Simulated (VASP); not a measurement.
These are r2SCAN meta-GGA, VASP's PBE PAW potentials (set 64) (plane waves; VASP) values and carry that method's errors.

VASP ran on this input.

**KPOINTS_OPT**
```
k-points along high-symmetry lines
10
Line-mode
Reciprocal
  0.000000   0.000000   0.000000 ! GAMMA
  0.500000   0.000000   0.500000 ! X

  0.500000   0.000000   0.500000 ! X
  0.625000   0.250000   0.625000 ! U

  0.375000   0.375000   0.750000 ! K
  0.000000   0.000000   0.000000 ! GAMMA

  0.000000   0.000000   0.000000 ! GAMMA
  0.500000   0.500000   0.500000 ! L

  0.500000   0.500000   0.500000 ! L
  0.500000   0.250000   0.750000 ! W

  0.500000   0.250000   0.750000 ! W
  0.500000   0.000000   0.500000 ! X
```

KPOINTS:
```
K-points
0
G
17 17 17
```

POSCAR:
```
Ti
1
   -0.0000000000     2.0549537033     2.0549537033
    2.0549537033     0.0000000000     2.0549537033
    2.0549537033     2.0549537033    -0.0000000000
Ti
1
Direct
  0.0000000000   0.0000000000   0.0000000000
```

### INCAR
```
ALGO = Normal
EDIFF = 1E-7
ENCUT = 400
ISIF = 2
ISMEAR = -5
LASPH = .True.
LCHARG = .False.
LMAXMIX = 4
LMIXTAU = .True.
LORBIT = 11
LREAL = .False.
LWAVE = .False.
METAGGA = R2SCAN
NEDOS = 601
NELM = 100
PREC = Accurate
SYSTEM = Ti
```

POTCAR, in this order: Ti_sv (PBE.64 set). Program: vasp_std.

Output of the run:

File OSZICAR:
```
       N       E                     dE             d eps       ncg     rms          rms(c)
DAV:   1     0.613716534276E+02    0.61372E+02   -0.61336E+03  3316   0.124E+03
DAV:   2    -0.132511087360E+02   -0.74623E+02   -0.73491E+02  3422   0.297E+02
DAV:   3    -0.170777343868E+02   -0.38266E+01   -0.37878E+01  4270   0.710E+01
DAV:   4    -0.172051938190E+02   -0.12746E+00   -0.12714E+00  3944   0.110E+01
DAV:   5    -0.172092974762E+02   -0.41037E-02   -0.41013E-02  4244   0.160E+00    0.102E+01
DAV:   6    -0.127769351153E+02    0.44324E+01   -0.11814E+01  3742   0.515E+01    0.128E+00
DAV:   7    -0.130817749108E+02   -0.30484E+00   -0.21020E+00  3764   0.160E+01    0.219E+00
DAV:   8    -0.130597337129E+02    0.22041E-01   -0.32461E-02  3602   0.194E+00    0.222E+00
DAV:   9    -0.130346355386E+02    0.25098E-01   -0.12998E-03  3458   0.467E-01    0.222E+00
DAV:  10    -0.135946007889E+02   -0.55997E+00   -0.79977E-01  3348   0.783E+00    0.261E+00
DAV:  11    -0.130305718662E+02    0.56403E+00   -0.13007E+00  3422   0.117E+01    0.470E+00
DAV:  12    -0.129304649120E+02    0.10011E+00   -0.11218E-01  3422   0.320E+00    0.381E+00
DAV:  13    -0.129142767299E+02    0.16188E-01   -0.30566E-02  3920   0.179E+00    0.260E+00
DAV:  14    -0.128832300585E+02    0.31047E-01   -0.18390E-02  3766   0.867E-01    0.183E+00
DAV:  15    -0.128723251151E+02    0.10905E-01   -0.22133E-02  4978   0.106E+00    0.669E-01
DAV:  16    -0.128705761222E+02    0.17490E-02   -0.75795E-03  4298   0.545E-01    0.740E-02
DAV:  17    -0.128711963846E+02   -0.62026E-03   -0.53015E-04  3416   0.290E-01    0.315E-02
DAV:  18    -0.128711419896E+02    0.54395E-04   -0.40215E-04  3380   0.281E-01    0.247E-02
DAV:  19    -0.128711876587E+02   -0.45669E-04   -0.51222E-05  3908   0.757E-02    0.409E-02
DAV:  20    -0.128711863216E+02    0.13372E-05   -0.20616E-05  3416   0.373E-02    0.544E-03
DAV:  21    -0.128711960222E+02   -0.97007E-05   -0.75967E-06  3696   0.274E-02    0.615E-03
DAV:  22    -0.128711923116E+02    0.37106E-05   -0.86808E-07  3326   0.120E-02    0.431E-03
DAV:  23    -0.128711929041E+02   -0.59249E-06   -0.25404E-07  3020   0.596E-03    0.165E-03
DAV:  24    -0.128711904424E+02    0.24617E-05   -0.51774E-08  1650   0.330E-03    0.119E-04
DAV:  25    -0.128711907993E+02   -0.35690E-06   -0.87096E-09  1650   0.119E-03    0.149E-04
DAV:  26    -0.128711906721E+02    0.12726E-06   -0.30092E-09  1650   0.650E-04    0.103E-04
DAV:  27    -0.128711907829E+02   -0.11080E-06   -0.79609E-10  1650   0.261E-04    0.648E-05
DAV:  28    -0.128711908047E+02   -0.21798E-07   -0.36426E-10  1650   0.240E-04
   1 F= -.12871191E+02 E0= -.12871191E+02  d E =0.000000E+00
       N       E                     dE             ncg
```

OUTCAR:
```
------------------------ aborting loop because EDIFF is reached ----------------------------------------
  FORCE on cell =-STRESS in cart. coord.  units (eV):
  Direction    XX          YY          ZZ          XY          YZ          ZX
  --------------------------------------------------------------------------------------
  Total       -0.0095743     -0.0095743     -0.0095743     -0.0000000     -0.0000000      0.0000000
  in kB       -0.8838589     -0.8838589     -0.8838589     -0.0000000     -0.0000000      0.0000000
  external PRESSURE =      -0.8838589 kB  Pullay stress =       0.0000000 kB
  volume of cell :       17.36
      direct lattice vectors                 reciprocal lattice vectors
     0.000000000  2.054953703  2.054953703    -0.243314484  0.243314484  0.243314484
     2.054953703  0.000000000  2.054953703     0.243314484 -0.243314484  0.243314484
     2.054953703  2.054953703  0.000000000     0.243314484  0.243314484 -0.243314484
 POSITION                                       TOTAL-FORCE (eV/Angst)
 -----------------------------------------------------------------------------------
      0.00000      0.00000      0.00000         0.000000     -0.000000      0.000000
 -----------------------------------------------------------------------------------
    total drift:                               -0.000000     -0.000000     -0.000000
  FREE ENERGIE OF THE ION-ELECTRON SYSTEM (eV)
  ---------------------------------------------------
  free  energy   TOTEN  =       -12.8711908047 eV

  energy  without entropy=      -12.8711908047  energy(sigma->0) =      -12.87119080

 total charge

# of ion       s       p       d       tot
------------------------------------------
    1        2.243   6.138   1.836  10.217
```
(Selected blocks of OUTCAR.)

**OUTCAR**
```
 val. band max:        8.2456483691   @ k =  -0.1176   0.1765   0.0588

 cond. band min:       8.2089712900   @ k =  -0.2941   0.2353   0.0000


 Fermi energy:         8.2400086932

 k-point     1 :       0.0000    0.0000    0.0000
  band No.  band energies     occupation
      1     -50.8001      2.00000
      2     -25.6106      2.00000
      3     -25.6105      2.00000
      4     -25.6105      2.00000
      5       1.7969      2.00000
      6       9.2385      0.00000
      7       9.2385      0.00000
      8       9.2385      0.00000
      9      11.0461      0.00000
     10      11.0461      0.00000

 k-point     2 :       0.0588    0.0000    0.0000
  band No.  band energies     occupation
      1     -50.7956      2.00000
      2     -25.6350      2.00000
      3     -25.6136      2.00000
      4     -25.6136      2.00000
      5       1.9138      2.00000
      6       9.1622      0.00000
      7       9.2807      0.00000
      8       9.2807      0.00000
      9      11.0178      0.00000
     10      11.0178      0.00000

 k-point     3 :       0.1176    0.0000    0.0000
  band No.  band energies     occupation
      1     -50.7828      2.00000
      2     -25.7048      2.00000
      3     -25.6222      2.00000
      4     -25.6222      2.00000
      5       2.2556      2.00000
      6       8.9551      0.00000
      7       9.3896      0.00000
      8       9.3896      0.00000
      9      10.9552      0.00000
     10      10.9552      0.00000

 k-point     4 :       0.1765    0.0000    0.0000
  band No.  band energies     occupation
      1     -50.7640      2.00000
      2     -25.8094      2.00000
      3     -25.6353      2.00000
      4     -25.6352      2.00000
      5       2.7927      2.00000
      6       8.6750      0.00000
      7       9.5052      0.00000
      8       9.5052      0.00000
      9      10.9279      0.00000
     10      10.9279      0.00000

 k-point     5 :       0.2353    0.0000    0.0000
...
```

For a metal the tetrahedron method with Blöchl corrections gives inexact stress and forces.

The structure was generated: Ti was put into the fcc type (Fm-3m), which need not be its known phase. It was relaxed first.
